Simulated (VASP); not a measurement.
Input:

```yaml
crystal:
  lattice:
    - [0.00000, 3.59149, 3.59149]
    - [3.59149, 0.00000, 3.59149]
    - [3.59149, 3.59149, 0.00000]
  atoms:
    - { symbol: Ba, position: [0.00000, 0.00000, 0.00000] }
    - { symbol: Te, position: [0.50000, 0.50000, 0.50000] }
```

Level of theory: optB88-vdW, VASP's PBE PAW potentials (set 64) (plane waves; VASP 6.6.1). Numerical set-up: 520 eV cut-off, 7×7×7 Γ-centred mesh, Gaussian smearing of 0.050 eV, potentials Ba_sv Te.

Q: Predict the energy per atom (σ→0), pressure.

A: 
* **energy per atom (σ→0)**: -2.339 eV/atom
* **pressure**: -1.60 GPa

Only differences to runs with the same potentials and settings are physical.

The compound is BaTe in the rock salt structure. This cell is one point of a volume scan, at 1.06 of the reference volume.
